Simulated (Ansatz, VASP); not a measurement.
# Cross-check of BiP between VASP and Ansatz

One calculation is typed for both programs; each brings its own data sets. How far apart do they land? The cell is generated by rule, not measured, and may not be a known phase. The cell is taken from a series of runs on this material, whose earlier steps may have relaxed, scaled, displaced or heated it; both programs get it as it stands.

Calculated with Ansatz 0.2.0; plane waves, with VASP 6.6.1 beside it; relaxation of cell and atoms at r2SCAN.

## 1. Starting point

The structure is cubic, space group F-43m (No. 216). The conventional cell has a = 6.469 Å, b = 6.469 Å, c = 6.469 Å, α = 90.00°, β = 90.00°, γ = 90.00°. Bi has 4 P at 2.80 Å nearest. Nearest to P lie 4 Bi at 2.80 Å. Farther neighbours are not listed.

Coordinates:

```cif
data_structure
_symmetry_space_group_name_H-M 'P 1'
_symmetry_Int_Tables_number 1
_cell_length_a 4.5743
_cell_length_b 4.5743
_cell_length_c 4.5743
_cell_angle_alpha 60.000
_cell_angle_beta 60.000
_cell_angle_gamma 60.000
_cell_volume 67.68
loop_
_atom_site_label
_atom_site_type_symbol
_atom_site_fract_x
_atom_site_fract_y
_atom_site_fract_z
_atom_site_occupancy
Bi1 Bi 0.00000 0.00000 0.00000 1
P2 P 0.25000 0.25000 0.25000 1
```

## 2. Ansatz: relaxation of cell and atoms, r2SCAN, pair 1

Ansatz runs on its default PAW (the set named soft_2) files.

The relaxed volume is the usual yardstick between codes: in a stiff, nearly cubic crystal its relative difference is about their pressure difference at one cell divided by the bulk modulus.

Input file input.yaml:

```yaml
crystal:
  lattice:
    - [0.0, 3.23455, 3.23455]
    - [3.23455, 0.0, 3.23455]
    - [3.23455, 3.23455, 0.0]
  atoms:
    - { symbol: Bi, position: [0.0, 0.0, 0.0] }
    - { symbol: P, position: [0.25, 0.25, 0.25] }
kpoints:
  mp_grid: { grid: [12, 12, 12] }
hamiltonian:
  xc: r2scan
scf:
  occupations: { method: gaussian, width: 0.1 }
output:
  forces: true
  stress: true
  eigenvalues: true
relax:
  adjacent_minimum: "off"
  f_tol: 0.005
  max_steps: 80
  cell: { stress_tol: 0.05 }
```

Started as:

```console
$ ansatz run input.yaml --threads 4 --pin off --max-ram 7168MiB --backend cpu --events-out ev --progress --plain --runs-dir out
```

Numbers of over 12 decimals in the logs are rounded to 6 here.

The program printed:

```text
Engine: ansatz 0.2.0, aarch64-unknown-linux-gnu
Pseudopotentials: kind: paw
Pseudopotential: Bi, paw, valence charge 15, recommended cutoff 500 eV (meta_gga), Bi.paw.azcp
Pseudopotential: P, paw, valence charge 5, recommended cutoff 500 eV (meta_gga), P.paw.azcp
Functional definition: r2SCAN
  parameter k0 = 0.174
  parameter k1 = 0.065
  parameter a1 = 4.9479
  exchange = r2scan_x(k0 = k0, k1 = k1, a1 = a1)
  correlation = r2scan_c
Crystal: 2 atoms, lattice volume = 67.682 Å³
Basis set: ecut = 500 eV, 1759 PW (Γ), exchange–correlation on 144×144×144 points (64 copies of the dense FFT grid, shifted against one another)
Bands: 14, of which v1, the nominal top of the filled ones, is band 10 counted from 1 (9 counted from 0)
Symmetry: 24 space group operations
Space group: F-43m (ITA 216), of the structure as read, at distance tolerance 4.1e-5 Å
k-points: 72 of 1728 (time reversal used)
Non-local potential: Bi, projectors of the file, l = 0: 2, l = 1: 2, l = 2: 2, l = 3: 2
Non-local potential: P, projectors of the file, l = 0: 2, l = 1: 2, l = 2: 2
PAW form: soft (Blöchl's): semilocal exchange-correlation on the pseudo side does not see the compensation charge
PAW frozen core: Bi, regenerated for the run's functional (the file was generated under x = pbe(κ = 0.804, μ = 0.219515), c = pbe(β = 0.066725))
PAW frozen core: P, regenerated for the run's functional (the file was generated under x = pbe(κ = 0.804, μ = 0.219515), c = pbe(β = 0.066725))
PAW one-centre angular grid: Bi, 590 points (default); XC on 160 Gauss nodes
PAW one-centre angular grid: P, 302 points (default); XC on 160 Gauss nodes
Initial density: superposition of atomic densities (neutral atoms: chi_scale 0, normalization atom), corrected by the library's trained network
Initial wavefunctions: pseudopotential atomic-orbital guess
Functional: x = r2scan, c = r2scan; τ floored in thin density (d = 2e-4 eV/Å³)
SCF iter   1: F=—  HF=-13169.389659 eV  |F-HF|=—  |Δ(HF+E_count)|=         —  Δρ=2.89e-3  dr2=4.71e-3  dr2_τ=2.60e-3  ethr=1.77e-3  ⟨swp⟩=5.8  Hψ=6194  notcnv=0
preconditioner: auto → Kerker (q_TF=auto, 2.227 Å⁻¹)  [metal: Δε(μ)=0.045 eV  Ē_g=9.303 eV  σ=0.100 eV  W_gap=0.25  n_scr=14 (ndim 8)  ℏωp=14.3 eV  f_vac=0.026  D(μ)=1.02/eV (n_scr^D=0)]
SCF iter   2: F=—  HF=-13169.393533 eV  |F-HF|=—  |Δ(HF+E_count)|=   3.87e-3  Δρ=1.71e-3  dr2=1.81e-3  dr2_τ=7.66e-5  ethr=2.35e-5  ⟨swp⟩=2.7  Hψ=2460  notcnv=0
SCF iter   3: F=—  HF=-13169.393667 eV  |F-HF|=—  |Δ(HF+E_count)|=   1.34e-4  Δρ=2.72e-4  dr2=9.64e-5  dr2_τ=2.40e-6  ethr=9.04e-6  ⟨swp⟩=2.2  Hψ=1433  notcnv=0
SCF iter   4: F=—  HF=-13169.393694 eV  |F-HF|=—  |Δ(HF+E_count)|=   2.68e-5  Δρ=1.16e-4  dr2=1.47e-5  dr2_τ=1.75e-7  ethr=4.82e-7  ⟨swp⟩=2.2  Hψ=1332  notcnv=0
SCF iter   5: F=—  HF=-13169.393699 eV  |F-HF|=—  |Δ(HF+E_count)|=   5.19e-6  Δρ=3.28e-5  dr2=1.51e-6  dr2_τ=4.29e-8  ethr=7.35e-8  ⟨swp⟩=2.0  Hψ=1302  notcnv=0
SCF iter   6: F=—  HF=-13169.393699 eV  |F-HF|=—  |Δ(HF+E_count)|=   6.00e-8  Δρ=1.33e-5  dr2=1.76e-7  dr2_τ=8.86e-9  ethr=7.54e-9  ⟨swp⟩=2.0  Hψ=1277  notcnv=0
SCF iter   7: F=-13169.393699 eV  HF=-13169.393699 eV  |F-HF|=9.27e-9  |Δ(HF+E_count)|=   7.66e-8  Δρ=3.67e-6  dr2=9.02e-9  dr2_τ=4.74e-10  ethr=5.00e-10  ⟨swp⟩=7.3  Hψ=5369  notcnv=0
SCF 1 converged in 7 iterations: F = -13169.393699 eV  dr2 = 9.02e-9
  greatest PAW one-centre occupation: 0.986 electrons in one spin orbital (limit 2), on the Bi atom at site 0 (counted from 0), in its partial waves of l = 2
relax step   1: F+E_penalty+E_count = -13169.39369896 eV  Δ(F+E_penalty+E_count) = +0.000e0 eV  max|allowed force component| = 1.369e-15 eV/Å  Δτ_max = 0.0000 Å  P = -0.099 GPa  Ω = 67.682 Å³  (7 SCF iters, dr2 threshold 1.00e-7 eV, accepted)
[...]
relax step   2: F+E_penalty+E_count = -13169.39375329 eV  Δ(F+E_penalty+E_count) = -5.433e-5 eV  max|allowed force component| = 1.425e-15 eV/Å  Δτ_max = 0.0000 Å  P = +0.061 GPa  Ω = 67.444 Å³  energy of the carried Pulay correction = +2.607e-5 eV  (8 SCF iters, dr2 threshold 2.46e-8 eV, accepted)
[...]
relax step   3: F+E_penalty+E_count = -13169.39376068 eV  Δ(F+E_penalty+E_count) = -7.396e-6 eV  max|allowed force component| = 1.240e-15 eV/Å  Δτ_max = 0.0000 Å  P = -0.000 GPa  Ω = 67.535 Å³  energy of the carried Pulay correction = +1.611e-5 eV  (7 SCF iters, dr2 threshold 9.43e-9 eV, accepted)
[...]
relax step   4: F+E_penalty+E_count = -13169.39374408 eV  Δ(F+E_penalty+E_count) = +1.661e-5 eV  max|allowed force component| = 1.092e-15 eV/Å  Δτ_max = 0.0000 Å  P = -0.000 GPa  Ω = 67.535 Å³  stress off target by 3.09e-4 GPa  SCF on the basis re-selected at this cell (its energy is not comparable with the rows above)  (4 SCF iters)
basis re-selected at this cell: Δ(F+E_penalty+E_count) = +1.661e-5 eV, ΔP = -0.000 GPa vs the last step (what re-selecting the basis moved, of the pressure what is left beyond the Pulay correction that the steps carried, after the strain that the cell walked since its last selection, with what the two solves' SCF thresholds leave and, on support functions, any second-order correction that the steps lacked; it is no m [...]
SCF converged after 4 iterations
Free energy (F): -13169.393744 eV
Harris-Foulkes:  -13169.393744 eV  (|F-HF|=0.00e0)
Internal energy: -13169.388816 eV  (E = F + TS)
E sigma→0 (E₀):  -13169.391280 eV
Entropy (-TS):   -0.004928 eV (-2.464 meV/atom)
Fermi energy:    6.404504 eV
--- Per-component energies (eV) ---
  E_band       = -170.702456
  E_kinetic    = 367.887558
  E_local      = -1897.330762  (includes V_loc(G=0)·N_el)
  E_nonlocal   = 595.588918
  E_hartree    = 635.989926
  E_xc         = -197.873819
  E_vxc        = -219.885152  (∫ρ·V_xc dr)
  E_paw        = -11263.847957  (= ΣΔE_a)
  E_vpaw       = -302.887726  (= ΣTr[D̂ρ^β])
  E_aug_tail   = -0.000264  (compensation charges beyond the density's cutoff)
  E_vtau       = 13.945077  (kinetic-family band-sum trace: ∫τ·v_τ [+ j·A + Jᵃ·Aᵃ] dr)
  E_ewald      = -1410.587121
  E_core_change = 0.784705  (= ΣΔE_core)
  E_smearing   = -0.004928  (= −TS)
  E_closure    = -0.000000  (closes the sum)
  Σ components = -13169.393744   (vs F -13169.393744, Δ=0.00e0)
--- Forces (eV/Å), atoms counted from 1 ---
  atom   1  Bi    -0.00000000     0.00000000     0.00000000
  atom   2  P      0.00000000    -0.00000000    -0.00000000
  max |Σ_I F_I| component: 5.18e-16 eV/Å
--- Stress (GPa, compression-positive) ---
       -0.000309      -0.000000      -0.000000
       -0.000000      -0.000309      -0.000000
       -0.000000       0.000000      -0.000309
  P = ⅓ Tr σ = -0.0003 GPa (-0.003 kbar)
--- Band table (eV; the first three rows and the last of 72) ---
  k-point 0: bands = [... 6 lower, 0.1115, 4.4415, 4.4415, 4.4415, 7.2941, 7.2941, 7.2941, 10.8994]
  k-point 1: bands = [... 6 lower, -0.1201, 4.3545, 4.3545, 4.4412, 7.3900, 7.4188, 7.4188, 11.2252]
  k-point 2: bands = [... 6 lower, -0.7079, 4.1474, 4.1474, 4.3612, 7.7187, 7.7187, 7.7829, 11.9730]
  k-point 71: bands = [... 6 lower, -4.0967, 2.1264, 2.1957, 6.7763, 8.0491, 8.9118, 10.1329, 12.7454]
--- Relaxed structure (3 steps of the walk, 3 accepted, 1 SCFs on fresh bases) ---
  F+E_penalty+E_count = -13169.39374408 eV   max|allowed force component| = 1.092e-15 eV/Å   (the final SCF, on the basis selected at the relaxed cell)
  cell:  # Å, volume = 67.5348 Å³
    - [0, 3.232207, 3.232207]
    - [3.232207, 0, 3.232207]
    - [3.232207, 3.232207, 0]
  atoms:
    - { symbol: Bi, position: [0, 0, 0] }
    - { symbol: P, position: [0.25, 0.25, 0.25] }
```

## 3. VASP: relaxation of cell and atoms, r2SCAN, pair 1

The same cell, functional, mesh and smearing now go to VASP, with its own data sets.

Lines of VASP's logs that name or quote its potential files are left out, and so is its time.

Input file INCAR:

```
SYSTEM = BiP
PREC = Accurate
ENCUT = 550
EDIFF = 1E-07
NELM = 120
ISMEAR = 0
SIGMA = 0.1
LREAL = .FALSE.
ALGO = Normal
METAGGA = R2SCAN
LASPH = .TRUE.
NBANDS = 16
LORBIT = 11
LWAVE = .FALSE.
LCHARG = .FALSE.
ISIF = 3
IBRION = 2
NSW = 80
EDIFFG = -0.005
GGA_COMPAT = .FALSE.
NELMIN = 4
LMIXTAU = .TRUE.
KPAR = 2
```

Input file POSCAR:

```
BiP
1.0
    0.0000000000      3.2345500000      3.2345500000
    3.2345500000      0.0000000000      3.2345500000
    3.2345500000      3.2345500000      0.0000000000
Bi P
1 1
Direct
    0.0000000000      0.0000000000      0.0000000000
    0.2500000000      0.2500000000      0.2500000000
```

Input file KPOINTS:

```
Automatic mesh
0
Gamma
12 12 12
0 0 0
```

Potentials, in the order of the species: Bi_d and P (PBE family, release 64).

Started as:

```console
$ mpirun -np 2 vasp_std
```

The program printed:

```text
[banner, memory and clock lines left out]
running    2 mpi-ranks, on    1 nodes
 distrk:  each k-point on    1 cores,    2 groups
 distr:  one band on    1 cores,    1 groups

 POSCAR found type information on POSCAR BiP
 POSCAR found :  2 types and       2 ions
|                                                                             |
|               ----> ADVICE to this user running VASP <----                  |
|                                                                             |
|     You enforced a specific xc type in the INCAR file but a different       |
|     [... a line on the potential file left out ...]
|     I HOPE YOU KNOW WHAT YOU ARE DOING!                                     |
|                                                                             |

 LDA part: xc-table for (None), standard interpolation
 POSCAR, INCAR and KPOINTS ok, starting setup
 FFT: planning ... GRIDC
 FFT: planning ... GRID_SOFT
 FFT: planning ... GRID
 WAVECAR not read
 entering main loop
       N       E                     dE             d eps       ncg     rms          rms(c)
DAV:   1     0.928037225941E+02    0.92804E+02   -0.10347E+04  2304   0.131E+03
DAV:   2    -0.606201282016E+02   -0.15342E+03   -0.15069E+03  2536   0.346E+02
DAV:   3    -0.712026932462E+02   -0.10583E+02   -0.10522E+02  3008   0.938E+01
DAV:   4    -0.714581050893E+02   -0.25541E+00   -0.25538E+00  2912   0.168E+01
DAV:   5    -0.714696226391E+02   -0.11518E-01   -0.11517E-01  3512   0.300E+00    0.374E+00
DAV:   6    -0.667349864493E+02    0.47346E+01   -0.20651E+00  2560   0.201E+01    0.224E+00
DAV:   7    -0.665161406421E+02    0.21885E+00   -0.67482E-01  2392   0.771E+00    0.163E+00
DAV:   8    -0.667852313526E+02   -0.26909E+00   -0.62405E-01  2320   0.476E+00    0.662E-01
DAV:   9    -0.665984868765E+02    0.18674E+00   -0.70721E-02  2376   0.250E+00    0.565E-01
DAV:  10    -0.666110328307E+02   -0.12546E-01   -0.15346E-01  2304   0.275E+00    0.573E-01
DAV:  11    -0.666352283591E+02   -0.24196E-01   -0.58590E-02  2320   0.187E+00    0.213E-01
DAV:  12    -0.666375794770E+02   -0.23511E-02   -0.29680E-03  2472   0.459E-01    0.177E-01
DAV:  13    -0.666378996198E+02   -0.32014E-03   -0.12468E-04  3120   0.103E-01    0.161E-01
DAV:  14    -0.666374177878E+02    0.48183E-03   -0.12303E-03  2352   0.419E-01    0.290E-02
DAV:  15    -0.666378589150E+02   -0.44113E-03   -0.16278E-04  2368   0.109E-01    0.218E-02
DAV:  16    -0.666380166136E+02   -0.15770E-03   -0.61567E-05  2408   0.662E-02    0.192E-02
DAV:  17    -0.666380582947E+02   -0.41681E-04   -0.76591E-05  2344   0.751E-02    0.690E-03
DAV:  18    -0.666380596422E+02   -0.13475E-05   -0.19028E-05  2336   0.373E-02    0.608E-03
DAV:  19    -0.666380629333E+02   -0.32911E-05   -0.16394E-06  2912   0.996E-03    0.538E-03
DAV:  20    -0.666380659195E+02   -0.29862E-05   -0.12397E-06  2368   0.109E-02    0.259E-03
DAV:  21    -0.666380663687E+02   -0.44921E-06   -0.97957E-07  2384   0.792E-03    0.164E-03
DAV:  22    -0.666380664068E+02   -0.38071E-07   -0.77602E-08  2224   0.242E-03
   1 F= -.66638066E+02 E0= -.66635582E+02  d E =-.666381E+02
 curvature:   0.00 expect dE= 0.000E+00 dE for cont linesearch  0.000E+00
 trial: gam= 0.00000 g(F)=  0.139E-46 g(S)=  0.208E-03 ort = 0.000E+00 (trialstep = 0.100E+01)
 search vector abs. value=  0.208E-03
 bond charge predicted
       N       E                     dE             d eps       ncg     rms          rms(c)
DAV:   1    -0.666408222062E+02   -0.27558E-02   -0.76285E-02  2936   0.417E+00    0.282E-01
DAV:   2    -0.666385340407E+02    0.22882E-02   -0.41756E-03  2888   0.100E+00    0.117E-01
DAV:   3    -0.666380511469E+02    0.48289E-03   -0.19551E-03  3064   0.656E-01    0.145E-02
DAV:   4    -0.666381082782E+02   -0.57131E-04   -0.14047E-04  2320   0.117E-01    0.925E-03
DAV:   5    -0.666380827492E+02    0.25529E-04   -0.11184E-04  2320   0.776E-02    0.942E-03
DAV:   6    -0.666381239318E+02   -0.41183E-04   -0.78937E-05  2320   0.666E-02    0.635E-03
DAV:   7    -0.666381231888E+02    0.74300E-06   -0.17881E-05  2320   0.355E-02    0.404E-03
DAV:   8    -0.666381293223E+02   -0.61335E-05   -0.40046E-06  2560   0.174E-02    0.842E-04
DAV:   9    -0.666381295583E+02   -0.23605E-06   -0.43837E-07  2720   0.616E-03    0.411E-04
DAV:  10    -0.666381299187E+02   -0.36037E-06   -0.93028E-08  2000   0.462E-03    0.194E-04
DAV:  11    -0.666381295078E+02    0.41094E-06   -0.67407E-08  1752   0.385E-03    0.129E-04
DAV:  12    -0.666381298225E+02   -0.31472E-06   -0.21479E-08  1168   0.221E-03    0.760E-05
DAV:  13    -0.666381298083E+02    0.14159E-07   -0.31285E-09  1176   0.556E-04
   2 F= -.66638130E+02 E0= -.66635677E+02  d E =-.634016E-04
 trial-energy change:   -0.000063  1 .order   -0.000061   -0.000208    0.000085
 step:   0.7172(harm=  0.7092)  dis= 0.00000  next Energy=   -66.638142 (dE=-0.754E-04)
 bond charge predicted
       N       E                     dE             d eps       ncg     rms          rms(c)
DAV:   1    -0.666383574708E+02   -0.22765E-03   -0.61262E-03  2944   0.119E+00    0.796E-02
DAV:   2    -0.666381771361E+02    0.18033E-03   -0.33299E-04  2888   0.283E-01    0.330E-02
DAV:   3    -0.666381388682E+02    0.38268E-04   -0.15722E-04  3072   0.186E-01    0.410E-03
DAV:   4    -0.666381409853E+02   -0.21170E-05   -0.10994E-05  2320   0.330E-02    0.265E-03
DAV:   5    -0.666381395836E+02    0.14016E-05   -0.77752E-06  2320   0.203E-02    0.258E-03
DAV:   6    -0.666381399393E+02   -0.35572E-06   -0.72614E-06  2320   0.205E-02    0.172E-03
DAV:   7    -0.666381412245E+02   -0.12852E-05   -0.21129E-06  2320   0.120E-02    0.105E-03
DAV:   8    -0.666381413714E+02   -0.14687E-06   -0.24779E-07  2064   0.444E-03    0.227E-04
DAV:   9    -0.666381414761E+02   -0.10473E-06   -0.43213E-08  1776   0.259E-03    0.124E-04
DAV:  10    -0.666381414379E+02    0.38264E-07   -0.96011E-09  1176   0.136E-03
   3 F= -.66638141E+02 E0= -.66635680E+02  d E =-.750311E-04
 curvature:  -0.35 expect dE=-0.542E-08 dE for cont linesearch -0.542E-08
 trial: gam= 0.00000 g(F)=  0.113E-46 g(S)=  0.153E-07 ort =-0.178E-05 (trialstep = 0.943E+00)
 search vector abs. value=  0.154E-07
 reached required accuracy - stopping structural energy minimisation
```

OUTCAR, selected parts (step 3):

```text
ion  position               nearest neighbor table
   1  0.000  0.000  0.000-   2 2.80   2 2.80   2 2.80   2 2.80
   2  0.250  0.250  0.250-   1 2.80   1 2.80   1 2.80   1 2.80

  LATTYP: Found a face centered cubic cell.
 ALAT       =     6.4691000000

 Subroutine GETGRP returns: Found 24 space group operations
 (whereof 24 operations were pure point group operations)

The static configuration has the point symmetry T_d .

 Found     72 irreducible k-points:

   k-points           NKPTS =     72   k-points in BZ     NKDIM =     72   number of bands    NBANDS=     16

   dimension x,y,z NGX =    36 NGY =   36 NGZ =   36
   dimension x,y,z NGXF=    72 NGYF=   72 NGZF=   72

   ENCUT  =  550.0 eV  40.42 Ry    6.36 a.u.   8.75  8.75  8.75*2*pi/ulx,y,z

   NELECT =      20.0000    total number of electrons

 k-points in reciprocal lattice and weights: Automatic mesh
   0.00000000  0.00000000  0.00000000       0.001
   0.08333333  0.00000000  0.00000000       0.005
   0.16666667  0.00000000  0.00000000       0.005
   0.25000000  0.00000000  0.00000000       0.005
   0.33333333  0.00000000  0.00000000       0.005
   0.41666667  0.00000000  0.00000000       0.005
   0.50000000  0.00000000  0.00000000       0.002
   0.08333333  0.08333333  0.00000000       0.003
   0.16666667  0.08333333  0.00000000       0.014
[...]
-0.33333333  0.50000000  0.16666667       0.007
  -0.25000000  0.50000000  0.25000000       0.003

 average (electrostatic) potential at core
       1-113.5508       2 -87.2802

 E-fermi :   4.3433

 k-point     1 :       0.0000    0.0000    0.0000
  band No.  band energies     occupation
    ...
      6      -9.3599      2.00000
      7      -1.9662      2.00000
      8       2.3809      2.00000
      9       2.3809      2.00000
     10       2.3809      2.00000
     11       5.2378      0.00000
     12       5.2378      0.00000
     13       5.2378      0.00000
     14       8.8344      0.00000
     15      12.0220      0.00000
    ...

 k-point     2 :       0.0833    0.0000    0.0000
  band No.  band energies     occupation
    ...
      6      -9.3018      2.00000
      7      -2.1970      2.00000
      8       2.2939      2.00000
      9       2.2939      2.00000
     10       2.3800      2.00000
     11       5.3329      0.00000
     12       5.3627      0.00000
     13       5.3627      0.00000
     14       9.1613      0.00000
     15      11.7020      0.00000
    ...

 k-point     3 :       0.1667    0.0000    0.0000
  band No.  band energies     occupation
    ...
      6      -9.1314      2.00000
      7      -2.7834      2.00000
      8       2.0867      2.00000
      9       2.0867      2.00000
     10       2.2989      2.00000
     11       5.6628      0.00000
     12       5.6628      0.00000
     13       5.7245      0.00000
     14       9.9117      0.00000
     15      11.3207      0.00000
    ...

  Total        0.0004597      0.0004597      0.0004597      0.0000000      0.0000000      0.0000000
  in kB        0.0109114      0.0109114      0.0109114      0.0000000      0.0000000      0.0000000
  external PRESSURE =       0.0109114 kB  Pullay stress =       0.0000000 kB

  energy-cutoff  :      550.00
  volume of cell :       67.49
      direct lattice vectors                 reciprocal lattice vectors
    -0.000000000  3.231547208  3.231547208    -0.154724647  0.154724647  0.154724647
     3.231547208  0.000000000  3.231547208     0.154724647 -0.154724647  0.154724647
     3.231547208  3.231547208 -0.000000000     0.154724647  0.154724647 -0.154724647

 POSITION                                       TOTAL-FORCE (eV/Angst)
 -----------------------------------------------------------------------------------
      0.00000      0.00000      0.00000        -0.000000     -0.000000     -0.000000
      1.61577      1.61577      1.61577         0.000000      0.000000      0.000000
 -----------------------------------------------------------------------------------
    total drift:                               -0.000000     -0.000000     -0.000000

  FREE ENERGIE OF THE ION-ELECTRON SYSTEM (eV)
  ---------------------------------------------------
  free  energy   TOTEN  =       -66.6381414379 eV

  energy  without entropy=      -66.6332176412  energy(sigma->0) =      -66.63567954

 reached required accuracy - stopping structural energy minimisation

 total charge
# of ion       s       p       d       tot
------------------------------------------
    1        1.559   1.189   9.925  12.673
    2        1.097   1.350   0.000   2.447
--------------------------------------------------
tot          2.656   2.539   9.925  15.120

[... 3 further parts left out ...]
```

## 4. Side by side

Known differences besides the potentials themselves: VASP keeps PBE cores, Ansatz makes them for the functional; the cutoff is 500 eV in Ansatz and 550 eV in VASP; Ansatz adds a Pulay correction to the stress that steers its cell, VASP none. Total energies have different zeros and are not compared.

The two programs side by side:

| quantity | Ansatz | VASP | difference |
| --- | --- | --- | --- |
| volume (Å³) | 67.53 | 67.49 | +0.06 % |
| edge a after relaxation, in the typed setting (Å) | 4.571 | 4.570 | +0.02 % |

(Continued in part 2 of 2.)

[Lines on the potential files, build, host, timing and source positions are cut from VASP's logs without a mark.]

[Logs are printed without paths, hosts, clocks, repeated set-up lines and the standing remarks that a program may print on its own settings, such as how far it seeks lower states.]

[Hosts, paths, dates, database ids (printed as entryN), source tags and the programs' standing remarks are cut or masked in the printed files.]
